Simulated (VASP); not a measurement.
Consider the following.

```xyz
2
Lattice="0.0000 2.0384 2.0384 2.0384 0.0000 2.0384 2.0384 2.0384 0.0000" Properties=species:S:1:pos:R:3 pbc="T T T"
Li     0.0000     0.0000     0.0000
H      2.0384     2.0384     2.0384
```

Computed with PBE GGA, VASP's PBE PAW potentials (set 64) (plane waves; VASP). Numerical set-up: 520 eV cut-off, 11×11×11 Γ-centred mesh, Gaussian smearing of 0.050 eV, potentials Li_sv H.

**Question.** What does the run give for the energy per atom (σ→0), pressure?

**Answer.** 
```
Quantity                       Result
---------------------  --------------
energy per atom (σ→0)  -3.061 eV/atom
pressure                    -1.94 GPa
```

Only differences to runs with the same potentials and settings are physical.

The compound is LiH in the rock salt structure. This cell is one point of a volume scan, at 1.06 of the reference volume.
